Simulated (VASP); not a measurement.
Output of a VASP run:

### OUTCAR
```
 ion  position               nearest neighbor table
   1  0.000  0.000  0.000-   2 2.60   2 2.60   2 2.60   2 2.60
   2  0.250  0.250  0.250-   1 2.60   1 2.60   1 2.60   1 2.60
  LATTYP: Found a face centered cubic cell.
 ALAT       =     6.0092903674
 Subroutine PRICEL returns:
 Original cell was already a primitive cell.
 Subroutine GETGRP returns: Found 24 space group operations
The static configuration has the point symmetry T_d .
The dynamic configuration has the point symmetry T_d .
 Subroutine INISYM returns: Found 24 space group operations
 Subroutine IBZKPT returns following result:
 Found     29 irreducible k-points:

 Following reciprocal coordinates:
            Coordinates               Weight
  0.000000  0.000000  0.000000      1.000000
  0.125000  0.000000  0.000000      8.000000
  0.250000  0.000000  0.000000      8.000000
  0.375000  0.000000  0.000000      8.000000
  0.500000  0.000000  0.000000      4.000000
  0.125000  0.125000  0.000000      6.000000
  0.250000  0.125000  0.000000     24.000000
  0.375000  0.125000  0.000000     24.000000
  0.500000  0.125000  0.000000     24.000000
 -0.375000  0.125000  0.000000     24.000000
 -0.250000  0.125000  0.000000     24.000000
 -0.125000  0.125000  0.000000     12.000000
  0.250000  0.250000  0.000000      6.000000
  0.375000  0.250000  0.000000     24.000000
  0.500000  0.250000  0.000000     24.000000
 -0.375000  0.250000  0.000000     24.000000
 -0.250000  0.250000  0.000000     12.000000
  0.375000  0.375000  0.000000      6.000000
  0.500000  0.375000  0.000000     24.000000
 -0.375000  0.375000  0.000000     12.000000
  0.500000  0.500000  0.000000      3.000000
  0.375000  0.250000  0.125000     24.000000
  0.500000  0.250000  0.125000     48.000000
 -0.375000  0.250000  0.125000     24.000000
  0.500000  0.375000  0.125000     24.000000
 -0.375000  0.375000  0.125000     48.000000
 -0.250000  0.375000  0.125000     24.000000
 -0.375000  0.500000  0.125000     12.000000
 -0.250000  0.500000  0.250000      6.000000
   k-points           NKPTS =     29   k-points in BZ     NKDIM =     29   number of bands    NBANDS=     13
   number of dos      NEDOS =    301   number of ions     NIONS =      2
   total plane-waves  NPLWV =  27000
   dimension x,y,z NGX =    30 NGY =   30 NGZ =   30
   dimension x,y,z NGXF=    60 NGYF=   60 NGZF=   60
   ions per type =               1   1
   PREC   = accura    normal or accurate (medium, high low for compatibility)
   ISTART =      0    job   : 0-new  1-cont  2-samecut
   ICHARG =      2    charge: 1-file 2-atom 10-const
   ISPIN  =      1    spin polarized calculation?
   LNONCOLLINEAR =      F non collinear calculations
   LSORBIT =      F    spin-orbit coupling
   INIWAV =      1    electr: 0-lowe 1-rand  2-diag
   ENCUT  =  480.0 eV  35.28 Ry    5.94 a.u.   7.59  7.59  7.59*2*pi/ulx,y,z
   NELM   =    100;   NELMIN=  2; NELMDL= -5     # of ELM steps
   EDIFF  = 0.1E-06   stopping-criterion for ELM
   LREAL  =      F    real-space projection
   NLSPLINE    = F    spline interpolate recip. space projectors
   LMAXMIX     =    4 max onsite mixed and CHGCAR
   VOSKOWN=      0    Vosko Wilk Nusair interpolation
   EDIFFG = 0.1E-05   stopping-criterion for IOM
   NSW    =      0    number of steps for IOM
   NBLOCK =      1;   KBLOCK =      1    inner block; outer block
   IBRION =     -1    ionic relax: 0-MD 1-quasi-New 2-CG
   NFREE  =      0    steps in history (QN), initial steepest desc. (CG)
   ISIF   =      2    stress and relaxation
   ISYM   =      2    0-nonsym 1-usesym 2-fastsym
   TEIN   =    0.0    initial temperature
   TEBEG  =    0.0;   TEEND  =   0.0 temperature during run
   SMASS  =  -3.00    Nose mass-parameter (am)
   PSTRESS=    0.0 pullay stress
   NELECT =      18.0000    total number of electrons
   EFERMI =   0.00;   METHOD = LEGACY
   ISMEAR =     0;   SIGMA  =   0.05  broadening in eV -4-tet -1-fermi 0-gaus
   IALGO  =     38    algorithm
...
```

File OSZICAR:
```
       N       E                     dE             d eps       ncg     rms          rms(c)
DAV:   1     0.734913936349E+02    0.73491E+02   -0.77862E+03   754   0.143E+03
DAV:   2    -0.317537845883E+02   -0.10525E+03   -0.98655E+02   764   0.265E+02
DAV:   3    -0.388665245045E+02   -0.71127E+01   -0.69952E+01  1017   0.825E+01
DAV:   4    -0.390846621729E+02   -0.21814E+00   -0.21803E+00   879   0.130E+01
DAV:   5    -0.390930084931E+02   -0.83463E-02   -0.83462E-02  1079   0.260E+00    0.603E+00
DAV:   6    -0.360947768126E+02    0.29982E+01   -0.87403E+00   759   0.826E+01    0.490E+00
DAV:   7    -0.357977201140E+02    0.29706E+00   -0.15622E+00   849   0.478E+01    0.244E+00
DAV:   8    -0.358126574270E+02   -0.14937E-01   -0.58938E-01   867   0.220E+01    0.142E+00
DAV:   9    -0.357315956172E+02    0.81062E-01   -0.20565E-01   956   0.123E+01    0.218E-01
DAV:  10    -0.357937075350E+02   -0.62112E-01   -0.26781E-02   764   0.178E+00    0.106E-01
DAV:  11    -0.357938554208E+02   -0.14789E-03   -0.54482E-04   954   0.253E-01    0.684E-02
DAV:  12    -0.357934567424E+02    0.39868E-03   -0.10847E-03   899   0.104E+00    0.909E-02
DAV:  13    -0.357939686098E+02   -0.51187E-03   -0.11042E-03   894   0.103E+00    0.147E-02
DAV:  14    -0.357939617412E+02    0.68686E-05   -0.35054E-05   779   0.597E-02    0.971E-03
DAV:  15    -0.357939810532E+02   -0.19312E-04   -0.20045E-05   904   0.992E-02    0.325E-03
DAV:  16    -0.357939805704E+02    0.48284E-06   -0.12424E-06   977   0.119E-02    0.137E-03
DAV:  17    -0.357939818157E+02   -0.12453E-05   -0.14134E-06   779   0.166E-02    0.142E-03
DAV:  18    -0.357939818678E+02   -0.52096E-07   -0.14271E-07   547   0.578E-03
   1 F= -.35793982E+02 E0= -.35793982E+02  d E =-.112676E-14
```

### OUTCAR
```
------------------------ aborting loop because EDIFF is reached ----------------------------------------
  FORCE on cell =-STRESS in cart. coord.  units (eV):
  Direction    XX          YY          ZZ          XY          YZ          ZX
  --------------------------------------------------------------------------------------
  Total        0.0628941      0.0628941      0.0628941     -0.0000000      0.0000000     -0.0000000
  in kB        1.8574222      1.8574222      1.8574222     -0.0000000      0.0000000     -0.0000000
  external PRESSURE =       1.8574222 kB  Pullay stress =       0.0000000 kB
  volume of cell :       54.25
      direct lattice vectors                 reciprocal lattice vectors
     0.000000000  3.004645184  3.004645184    -0.166409000  0.166409000  0.166409000
     3.004645184  0.000000000  3.004645184     0.166409000 -0.166409000  0.166409000
     3.004645184  3.004645184  0.000000000     0.166409000  0.166409000 -0.166409000
  FREE ENERGIE OF THE ION-ELECTRON SYSTEM (eV)
  ---------------------------------------------------
  free  energy   TOTEN  =       -35.7939818678 eV

  energy  without entropy=      -35.7939818678  energy(sigma->0) =      -35.79398187
```
(Selected blocks of OUTCAR.)

POSCAR:
```
CuI
1
    0.0000000000     3.0046451837     3.0046451837
    3.0046451837     0.0000000000     3.0046451837
    3.0046451837     3.0046451837     0.0000000000
Cu I
1 1
Direct
  0.0000000000   0.0000000000   0.0000000000
  0.2500000000   0.2500000000   0.2500000000
```

Problem. Reconstruct the remaining input files.

Solution. This is not unique; one that fits is the input of the run itself, r2SCAN meta-GGA, plane waves, VASP's PBE PAW potentials (set 64).

**INCAR**
```
ALGO=Normal
EDIFF=1E-7
ENCUT=480
ISIF=2
ISMEAR=0
LASPH=T
LCHARG=F
LMAXMIX=4
LMIXTAU=T
LREAL=F
LWAVE=F
METAGGA=R2SCAN
NELM=100
PREC=Accurate
SIGMA=0.05
SYSTEM=CuI
```

**KPOINTS**
```
Automatic mesh
0
Gamma
8 8 8
0 0 0
```

POTCAR, in this order: Cu I (PBE.64 set). Program: vasp_std.

The compound is CuI in the zinc blende structure. It was relaxed first.
